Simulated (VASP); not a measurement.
Wanted: the native input for a VASP 6.6.1 run.

* Task: relaxation of cell and atoms
* Functional: PBEsol
* Potentials or basis: VASP PAW PBE potentials, release 64 (Ru_pv)
* Cutoff: 600 eV
* k mesh: 15 × 15 × 9
* Occupations: methfessel-paxton, width 0.1 eV
* Spin: no spin polarisation
* Further INCAR settings: ALGO = Normal; EDIFF = 1e-07; IBRION = 2; EDIFFG = -0.005; NSW = 90; ISIF = 3

The structure of Ru lies in POSCAR:

```
Ru                                      
1.0
    2.6882645203     -0.0000000000     -0.0000000000
   -1.3441322602      2.3281053667     -0.0000000000
    0.0000000000     -0.0000000000      4.2552987588
  Ru            
     2
Direct
     0.3333333332999970    0.6666666667000030    0.2500000000000000
     0.6666666667000030    0.3333333332999970    0.7500000000000000
```

The input as run:

INCAR

```
SYSTEM = Ru
PREC = Accurate
ENCUT = 600
EDIFF = 1E-7
ISMEAR = 1
SIGMA = 0.1
LREAL = .FALSE.
LASPH = .TRUE.
NELM = 80
ALGO = Normal
ISIF = 3
LWAVE = .FALSE.
LCHARG = .FALSE.
GGA = PS
IBRION = 2
NSW = 90
EDIFFG = -0.005
KPAR = 4
```

KPOINTS

```
Automatic mesh
0
G
  15 15 9
  0 0 0
```

Potentials or basis: VASP PAW PBE potentials, release 64 (Ru_pv).

Command:

```sh
$ cat potpaw_PBE.64/Ru_pv/POTCAR > POTCAR
$ mpirun -np 4 vasp_std > vasp.out
```

It gave:

```yaml
Relaxed_volume: 13.31 Å³/atom
Relaxed_cell: a = 2.688 Å, b = 2.688 Å, c = 4.255 Å, α = 90.00°, β = 90.00°, γ = 120.00°
Space_group_after_relaxing_to_0.05_Å: P6_3/mmc (No. 194)
Energy_gained_by_relaxing: 0.0 meV/atom
Ionic_steps: 3
Pressure_after_relaxing: 0.0 GPa
Band_gap_on_the_k_mesh: none (metal or under the smearing width)
```

Caveat: the PAW data sets were made with another functional, which shifts forces and pressure a little.

It took 24 s on 4 MPI ranks on Intel(R) Xeon(R) Platinum 8488C (Sapphire Rapids), on a shared host, peak memory 0.2 GiB a rank.
